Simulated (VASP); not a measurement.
VASP runs on Fe (bcc) share one base input (PBE GGA, plane waves, VASP's PBE PAW potentials (set 64)) and change the settings named in each case.

File KPOINTS:
```
Regular mesh
0
G
 16 16 16
0 0 0
```

File POSCAR:
```
Fe
1
   -1.4350000000     1.4350000000     1.4350000000
    1.4350000000    -1.4350000000     1.4350000000
    1.4350000000     1.4350000000    -1.4350000000
Fe
1
Direct
  0.0000000000   0.0000000000   0.0000000000
```

**INCAR**
```
SYSTEM = Fe
PREC = Accurate
ENCUT = 400
EDIFF = 1E-6
NELM = 100
ALGO = Normal
LREAL = .FALSE.
LASPH = .TRUE.
ISMEAR = 1
SIGMA = 0.1
GGA = PE
LMAXMIX = 4
ISPIN = 2
MAGMOM = 2.5
LORBIT = 10
LWAVE = .FALSE.
LCHARG = .FALSE.
ISIF = 2
```

POTCAR, in this order: Fe (PBE.64 set). Program: vasp_std.

```
change                           E(σ→0) (eV/atom)  pressure (GPa)  moment (μB)  −TS (eV)  irreducible k-points
-------------------------------  ----------------  --------------  -----------  --------  --------------------
base run                                  -8.2314           -7.19         2.27    0.0003                   145
KPOINTS 4×4×4 Γ-centred mesh              -8.2196          -11.52         2.00    0.0016                     8
KPOINTS 6×6×6 Γ-centred mesh              -8.2701           -8.81         2.22   -0.0001                    16
KPOINTS 7×7×7 Γ-centred mesh              -8.2446           -6.70         2.32    0.0003                    20
KPOINTS 9×9×9 Γ-centred mesh              -8.2289           -9.83         2.13   -0.0003                    35
KPOINTS 10×10×10 Γ-centred mesh           -8.2328           -9.58         2.14   -0.0010                    47
KPOINTS 15×15×15 Γ-centred mesh           -8.2321           -7.76         2.24   -0.0006                   120
KPOINTS 17×17×17 Γ-centred mesh           -8.2311           -7.07         2.28   -0.0004                   165
```

Left out are runs that ran out of time, are held back, or changed the cell or the kind of run, fixed moments of cells without a moment, rows past the twelfth, gaps on odd meshes, pressures of charged cells and columns that move by less than the noise.

The compound is Fe in the bcc structure. The cell was not relaxed at this level. The spin order is the one that the start imposed; others were not tried in this run.
